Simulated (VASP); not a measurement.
Set up this calculation in VASP 6.6.1, as the native input.

| Property | Result |
| --- | --- |
| Task | relaxation of cell and atoms |
| Functional | PBE |
| Potentials or basis | VASP PAW PBE potentials, release 64 (B, Pd) |
| Cutoff | 600 eV |
| k mesh | 20 × 20 × 20 |
| Occupations | gaussian, width 0.1 eV |
| Spin | no spin polarisation |
| Dipole correction | no |
| Further INCAR settings | ALGO = Normal; EDIFF = 1e-06; IBRION = 2; EDIFFG = -0.01; NSW = 100; ISIF = 3 |

The structure of BPd lies in POSCAR:

```
BPd
1.0
    2.7765486295      0.0000000000      0.0000000000
    0.0000000000      2.7765486295      0.0000000000
    0.0000000000      0.0000000000      2.7765486295
B Pd
1 1
Direct
    0.5000000000      0.5000000000      0.5000000000
    0.0000000000      0.0000000000      0.0000000000
```

The cell was built by a generator and needn't be a form met in nature.

These files were run (other wordings do the same):

INCAR

```
SYSTEM = BPd
ALGO = Normal
EDIFF = 1E-6
EDIFFG = -0.01
ENCUT = 600
GGA = PE
IBRION = 2
ISIF = 3
ISMEAR = 0
LASPH = .True.
LCHARG = .False.
LREAL = .False.
LWAVE = .False.
NELM = 100
NSW = 100
PREC = Accurate
SIGMA = 0.1
```

KPOINTS

```
k-points
0
Gamma
  20 20 20
  0 0 0
```

Potentials or basis: VASP PAW PBE potentials, release 64 (B, Pd).

Command:

```bash
$ cat potpaw_PBE.64/B/POTCAR potpaw_PBE.64/Pd/POTCAR > POTCAR
$ mpirun -np 1 vasp_std > vasp.out
```

It gave:

```json
{
 "Relaxed volume": "10.67 Å³/atom",
 "Relaxed cell": "a = 2.774 Å, b = 2.774 Å, c = 2.774 Å, α = 90.00°, β = 90.00°, γ = 90.00°",
 "Space group after relaxing (to 0.05 Å)": "Pm-3m (No. 221)",
 "Energy gained by relaxing": "0.1 meV/atom",
 "Ionic steps": "3",
 "Pressure after relaxing": "0.0 GPa",
 "Band gap on the k mesh": "none (metal or under the smearing width)"
}
```

Run time: 33 s on 1 thread of Intel(R) Xeon(R) 6975P-C (Granite Rapids), on a shared host, peak memory 0.22 GiB.
